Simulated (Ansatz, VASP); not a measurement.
## Two plane-wave programs on TaSF

```
Ta S F
1.0
     3.45021    0.00000    0.00000
     0.00000    3.45021    0.00000
     0.00000    0.00000    4.19272
Ta S F
1 1 1
Direct
  0.50000 0.50000 0.50000
  0.00000 0.00000 0.50000
  0.50000 0.50000 0.00000
```

Alike in both runs: task relaxation of cell and atoms; functional PBE; k mesh 6 × 6 × 4; occupations gaussian, width 0.1 eV; no spin polarisation.

|  | VASP | Ansatz |
| --- | --- | --- |
| version | VASP 6.6.1 | Ansatz 0.2.0 |
| potentials or method | VASP PAW PBE potentials, release 64 (Ta_pv, S, F) | scalar-relativistic, plane waves, PAW |
| plane-wave cutoff (eV) | 600 | 420 |
| valence electrons in the cell | 24 | 26 |

VASP gave:

```
gap on the k mesh at the Fermi level, each at its own relaxed structure (eV) : none
relaxed volume (Å³/atom)                                                     : 16.75
relaxed cell length with the largest relative difference (Å)                 : 4.178
energy change over the relaxation (meV/atom)                                 : -1
```

Question: Which values does Ansatz return?

Answer: gap on the k mesh at the Fermi level, each at its own relaxed structure (eV): none; relaxed volume (Å³/atom): 16.69; relaxed cell length with the largest relative difference (Å): 4.168; energy change over the relaxation (meV/atom): -1.

A gap of «none» marks a metal or a gap that the smearing closes. The two sets of potentials don't hold the same shells in valence.

Caveats: the k mesh is coarse (spacing up to 0.37 Å⁻¹), so the values aren't converged. Spin-orbit coupling is left out, which matters for the levels of Ta.
